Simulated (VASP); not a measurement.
Calculation: PBEsol GGA, VASP's PBE PAW potentials (set 64) (plane waves; VASP).

VASP input:

**KPOINTS**
```
k-points along high-symmetry lines
12
Line-mode
Reciprocal
  0.000000   0.000000   0.000000 ! GAMMA
  0.000000   0.000000  -0.500000 ! T

  0.000000   0.000000  -0.500000 ! T
 -0.328125   0.328125  -0.500000 ! H_2

 -0.343750   0.328125  -0.187500 ! H_0
  0.000000   0.500000   0.500000 ! L

  0.000000   0.500000   0.500000 ! L
  0.000000   0.000000   0.000000 ! GAMMA

  0.000000   0.000000   0.000000 ! GAMMA
 -0.335938   0.335938   0.000000 ! S_0

 -0.335938   0.328125  -0.343750 ! S_2
 -0.500000   0.000000  -1.000000 ! F

 -0.500000   0.000000  -1.000000 ! F
  0.000000   0.000000   0.000000 ! GAMMA
```

**POSCAR**
```
Sc3TiN4
1
    0.0000000000     2.1945256271     2.1945256271
    2.1945256271     0.0000000000     2.1945256271
    8.8091224689     8.8091224689    -0.0310199606
Ti N Sc
1 4 3
Direct
  0.0000000000   0.0000000000   0.0000000000
  0.5129819885   0.5129819885   0.1152635085
  0.5040662851   0.5040662851   0.3719502861
  0.4959337149   0.4959337149   0.6280497139
  0.4870180115   0.4870180115   0.8847364915
  0.0050528681   0.0050528681   0.2462103489
  0.0000000000   0.0000000000   0.5000000000
  0.9949471319   0.9949471319   0.7537896511
```

**INCAR**
```
SYSTEM=Sc3TiN4
PREC=Accurate; ENCUT=520; LREAL=.FALSE.
LASPH=.TRUE.; ICHARG=11
EDIFF=1E-7; NELM=100; ALGO=Normal
LMAXMIX=4
ISMEAR=0; SIGMA=0.05
GGA=PS
LWAVE=.FALSE.; LCHARG=.FALSE.; LORBIT=11
```

POTCAR, in this order: Ti_sv N Sc_sv (PBE.64 set). Program: vasp_std. Read from the step before: CHGCAR.

Output of the run:

**OUTCAR**
```
 ion  position               nearest neighbor table
   1  0.000  0.000  0.000-   2 2.14   2 2.14   5 2.14   5 2.14   2 2.14   5 2.14   6 3.08   8 3.08
                             8 3.08   6 3.08   8 3.08   6 3.08
   2  0.513  0.513  0.115-   1 2.14   1 2.14   1 2.14   6 2.23   6 2.23   6 2.23
   3  0.504  0.504  0.372-   6 2.20   6 2.20   6 2.20   7 2.22   7 2.22   7 2.22
   4  0.496  0.496  0.628-   8 2.20   8 2.20   8 2.20   7 2.22   7 2.22   7 2.22
   5  0.487  0.487  0.885-   1 2.14   1 2.14   1 2.14   8 2.23   8 2.23   8 2.23
   6  0.005  0.005  0.246-   3 2.20   3 2.20   3 2.20   2 2.23   2 2.23   2 2.23   1 3.08   1 3.08
                             1 3.08   7 3.15   7 3.15   7 3.15
   7  0.000  0.000  0.500-   3 2.22   4 2.22   3 2.22   4 2.22   4 2.22   3 2.22   8 3.15   6 3.15
                             8 3.15   6 3.15   8 3.15   6 3.15
   8  0.995  0.995  0.754-   4 2.20   4 2.20   4 2.20   5 2.23   5 2.23   5 2.23   1 3.08   1 3.08
                             1 3.08   7 3.15   7 3.15   7 3.15
  LATTYP: Found a trigonal (rhomboedric) cell.
 ALAT       =    10.3461496366
 COS(alpha) =     0.9550091910
 Subroutine PRICEL returns:
 Original cell was already a primitive cell.
 Subroutine GETGRP returns: Found 12 space group operations
The static configuration has the point symmetry D_3d.
The dynamic configuration has the point symmetry D_3d.
 Subroutine INISYM returns: Found 12 space group operations
   k-points           NKPTS =     84   k-points in BZ     NKDIM =     84   number of bands    NBANDS=     39
   number of dos      NEDOS =    301   number of ions     NIONS =      8
   total plane-waves  NPLWV =  55296
   dimension x,y,z NGX =    24 NGY =   24 NGZ =   96
   dimension x,y,z NGXF=    48 NGYF=   48 NGZF=  192
   ions per type =               1   4   3
   PREC   = accura    normal or accurate (medium, high low for compatibility)
   ISTART =      0    job   : 0-new  1-cont  2-samecut
   ICHARG =     11    charge: 1-file 2-atom 10-const
   ISPIN  =      1    spin polarized calculation?
   LNONCOLLINEAR =      F non collinear calculations
   LSORBIT =      F    spin-orbit coupling
   INIWAV =      1    electr: 0-lowe 1-rand  2-diag
   ENCUT  =  520.0 eV  38.22 Ry    6.18 a.u.   5.77  5.77 23.16*2*pi/ulx,y,z
   NELM   =    100;   NELMIN=  2; NELMDL= -5     # of ELM steps
   EDIFF  = 0.1E-06   stopping-criterion for ELM
   LREAL  =      F    real-space projection
   NLSPLINE    = F    spline interpolate recip. space projectors
...
```

**OSZICAR**
```
       N       E                     dE             d eps       ncg     rms          rms(c)
DAV:   1     0.109050394356E+04    0.10905E+04   -0.30705E+04  6560   0.198E+03
DAV:   2     0.825449193512E+02   -0.10080E+04   -0.99364E+03  7184   0.715E+02
DAV:   3    -0.589516500729E+02   -0.14150E+03   -0.13447E+03 10328   0.268E+02
DAV:   4    -0.744685368979E+02   -0.15517E+02   -0.14464E+02 11768   0.796E+01
DAV:   5    -0.756220801193E+02   -0.11535E+01   -0.10452E+01 11152   0.192E+01
DAV:   6    -0.756866964156E+02   -0.64616E-01   -0.63462E-01 11264   0.410E+00
DAV:   7    -0.756894266346E+02   -0.27302E-02   -0.27094E-02 11088   0.806E-01
DAV:   8    -0.756895928945E+02   -0.16626E-03   -0.16598E-03 11296   0.176E-01
DAV:   9    -0.756896041469E+02   -0.11252E-04   -0.11246E-04 10576   0.403E-02
DAV:  10    -0.756896050237E+02   -0.87681E-06   -0.87598E-06  8088   0.101E-02
DAV:  11    -0.756896050974E+02   -0.73750E-07   -0.73825E-07  6288   0.310E-03
   1 F= -.75689605E+02 E0= -.75686135E+02  d E =-.694005E-02
```

**OUTCAR**
```
 val. band max:        7.8399416394   @ k =  -0.1364   0.0000  -0.2727

 cond. band min:       7.8952801601   @ k =  -0.1193   0.1193  -0.5000



 k-point     1 :       0.0000    0.0000    0.0000
  band No.  band energies     occupation
      1     -49.9735      2.00000
      2     -41.0138      2.00000
      3     -41.0060      2.00000
      4     -40.8051      2.00000
      5     -26.3469      2.00000
      6     -26.1827      2.00000
      7     -26.1826      2.00000
      8     -20.1268      2.00000
      9     -19.9431      2.00000
     10     -19.5112      2.00000
     11     -19.5092      2.00000
     12     -19.5092      2.00000
     13     -19.5074      2.00000
     14     -19.5074      2.00000
     15     -19.3135      2.00000
     16     -19.3135      2.00000
     17      -8.0870      2.00000
     18      -6.8477      2.00000
     19      -6.6758      2.00000
     20      -5.4717      2.00000
     21       1.0506      2.00000
     22       3.1821      2.00000
     23       3.1821      2.00000
     24       3.3388      2.00000
     25       3.5512      2.00000
     26       4.7567      2.00000
     27       4.7567      2.00000
     28       4.8439      2.00000
     29       4.8439      2.00000
     30       6.5302      2.00000
     31       6.5959      2.00000
     32       6.5959      2.00000
     33       7.9227      0.34146
     34       7.9227      0.34138
     35       8.3562      0.00000
     36       9.6385      0.00000
     37       9.6394      0.00000
     38       9.6763      0.00000
     39       9.9992      0.00000

 k-point     2 :       0.0000    0.0000   -0.0455
  band No.  band energies     occupation
      1     -49.9735      2.00000
      2     -41.0138      2.00000
      3     -41.0060      2.00000
      4     -40.8051      2.00000
      5     -26.3469      2.00000
      6     -26.1827      2.00000
      7     -26.1826      2.00000
      8     -20.1271      2.00000
      9     -19.9428      2.00000
     10     -19.5113      2.00000
...
```

The density is held fixed in this step, so its total energy and stress have no physical meaning.

The structure was generated: Sc3TiN4 was put into an ordered model structure (R-3m), which need not be its known phase. It was relaxed first. The electron count is odd and the run is not spin-polarised, which forces a metal.
